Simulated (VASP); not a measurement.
These are PBEsol GGA, VASP's PBE PAW potentials (set 64) (plane waves; VASP) values and carry that method's errors.

VASP input:

KPOINTS:
```
Automatic mesh
0
Gamma
15 15 15
0 0 0
```

**POSCAR**
```
FeAl
1.0
  2.9399730000   0.0000000000   0.0000000000
  0.0000000000   2.9399730000   0.0000000000
  0.0000000000   0.0000000000   2.9399730000
Al Fe
1 1
Direct
  0.5000000000   0.5000000000   0.5000000000
  0.0000000000   0.0000000000   0.0000000000
```

### INCAR
```
ALGO=Normal
EDIFF=1E-6
ENCUT=300
GGA=PS
ISIF=2
ISMEAR=-1
LASPH=.TRUE.
LCHARG=.FALSE.
LMAXMIX=4
LREAL=.FALSE.
LWAVE=.FALSE.
NELM=100
PREC=Accurate
SIGMA=0.05
SYSTEM=FeAl
```

POTCAR, in this order: Al Fe (PBE.64 set). Program: vasp_std.

The run wrote:

OUTCAR:
```
 ion  position               nearest neighbor table
   1  0.500  0.500  0.500-   2 2.55   2 2.55   2 2.55   2 2.55   2 2.55   2 2.55   2 2.55   2 2.55
  LATTYP: Found a simple cubic cell.
 ALAT       =     2.9399730000
 Subroutine PRICEL returns:
 Original cell was already a primitive cell.
 Subroutine GETGRP returns: Found 48 space group operations
The static configuration has the point symmetry O_h .
The dynamic configuration has the point symmetry O_h .
 Subroutine INISYM returns: Found 48 space group operations
 Subroutine IBZKPT returns following result:
 Found    120 irreducible k-points:

 Following reciprocal coordinates:
            Coordinates               Weight
  0.000000  0.000000  0.000000      1.000000
  0.066667  0.000000  0.000000      6.000000
  0.133333  0.000000  0.000000      6.000000
  0.200000  0.000000  0.000000      6.000000
  0.266667  0.000000  0.000000      6.000000
  0.333333  0.000000  0.000000      6.000000
  0.400000  0.000000  0.000000      6.000000
  0.466667  0.000000  0.000000      6.000000
  0.066667  0.066667  0.000000     12.000000
  0.133333  0.066667  0.000000     24.000000
...
```

### OSZICAR
```
       N       E                     dE             d eps       ncg     rms          rms(c)
DAV:   1     0.199131780429E+02    0.19913E+02   -0.35671E+03  2176   0.755E+02
DAV:   2    -0.148906148351E+02   -0.34804E+02   -0.33247E+02  2174   0.153E+02
DAV:   3    -0.157087653131E+02   -0.81815E+00   -0.80234E+00  2629   0.290E+01
DAV:   4    -0.157223484409E+02   -0.13583E-01   -0.13492E-01  2771   0.339E+00
DAV:   5    -0.157225413817E+02   -0.19294E-03   -0.19285E-03  2635   0.312E-01    0.139E+01
DAV:   6    -0.187290974204E+02   -0.30066E+01   -0.91716E+01  2443   0.135E+02    0.213E+01
DAV:   7    -0.136268193392E+02    0.51023E+01   -0.46659E+01  2386   0.839E+01    0.263E+00
DAV:   8    -0.136022069301E+02    0.24612E-01   -0.24413E-01  2258   0.514E+00    0.163E+00
DAV:   9    -0.135853028507E+02    0.16904E-01   -0.55190E-02  2532   0.333E+00    0.428E-01
DAV:  10    -0.135846899914E+02    0.61286E-03   -0.11404E-03  2552   0.382E-01    0.178E-01
DAV:  11    -0.135846531244E+02    0.36867E-04   -0.37199E-05  2523   0.649E-02    0.174E-02
DAV:  12    -0.135846522055E+02    0.91892E-06   -0.16598E-06  2064   0.127E-02
   1 F= -.13584652E+02 E0= -.13571796E+02  d E =-.257123E-01
```

File OUTCAR:
```
------------------------ aborting loop because EDIFF is reached ----------------------------------------
  FORCE on cell =-STRESS in cart. coord.  units (eV):
  Direction    XX          YY          ZZ          XY          YZ          ZX
  --------------------------------------------------------------------------------------
  Total       -2.5276138     -2.5276138     -2.5276138      0.0000000     -0.0000000      0.0000000
  in kB     -159.3643850   -159.3643850   -159.3643850      0.0000000     -0.0000000      0.0000000
  external PRESSURE =    -159.3643850 kB  Pullay stress =       0.0000000 kB
  volume of cell :       25.41
      direct lattice vectors                 reciprocal lattice vectors
     2.939973000  0.000000000  0.000000000     0.340139178  0.000000000  0.000000000
     0.000000000  2.939973000  0.000000000     0.000000000  0.340139178  0.000000000
     0.000000000  0.000000000  2.939973000     0.000000000  0.000000000  0.340139178
 POSITION                                       TOTAL-FORCE (eV/Angst)
 -----------------------------------------------------------------------------------
      1.46999      1.46999      1.46999         0.000000      0.000000      0.000000
      0.00000      0.00000      0.00000         0.000000      0.000000      0.000000
 -----------------------------------------------------------------------------------
    total drift:                                0.000000      0.000000     -0.000000
  FREE ENERGIE OF THE ION-ELECTRON SYSTEM (eV)
  ---------------------------------------------------
  free  energy   TOTEN  =       -13.5846522055 eV

  energy  without entropy=      -13.5589399495  energy(sigma->0) =      -13.57179608
```
(Selected blocks of OUTCAR.)

File OUTCAR:
```
 val. band max:        7.0900733755   @ k =   0.4667   0.4000   0.2000

 cond. band min:       7.1127032553   @ k =   0.2667   0.1333   0.0667


 Fermi energy:         7.1098430053

 k-point     1 :       0.0000    0.0000    0.0000
  band No.  band energies     occupation
      1      -2.8068      2.00000
      2       5.0954      2.00000
      3       5.0954      2.00000
      4       7.2558      0.10247
      5       7.2558      0.10246
      6       7.2558      0.10246
      7      13.1926      0.00000
      8      13.1926      0.00000
      9      13.1926      0.00000

 k-point     2 :       0.0667    0.0000    0.0000
  band No.  band energies     occupation
      1      -2.7272      2.00000
      2       5.0845      2.00000
      3       5.1186      2.00000
      4       7.2065      0.25291
      5       7.2065      0.25289
      6       7.2607      0.09335
      7      12.4914      0.00000
      8      13.3103      0.00000
      9      13.3103      0.00000

 k-point     3 :       0.1333    0.0000    0.0000
  band No.  band energies     occupation
      1      -2.4900      2.00000
      2       5.0281      2.00000
      3       5.1854      2.00000
      4       7.0734      1.34951
      5       7.0734      1.34948
      6       7.2745      0.07155
      7      11.2174      0.00000
      8      13.6493      0.00000
      9      13.6493      0.00000

 k-point     4 :       0.2000    0.0000    0.0000
  band No.  band energies     occupation
      1      -2.0989      2.00000
      2       4.8534      2.00000
      3       5.2860      2.00000
      4       6.8923      1.97452
      5       6.8923      1.97452
      6       7.2951      0.04802
      7      10.0046      0.00000
      8      14.1761      0.00000
      9      14.1761      0.00000

 k-point     5 :       0.2667    0.0000    0.0000
  band No.  band energies     occupation
      1      -1.5599      2.00000
      2       4.4476      2.00000
      3       5.4057      2.00000
...
```

At this cut-off the stress carries a Pulay error, which pulls relaxed volumes low.

The structure is a typed FeAl crystal. The cell was not relaxed at this level. The run is not spin-polarised, so no magnetic state was tried. The electron count is odd and the run is not spin-polarised, which forces a metal.
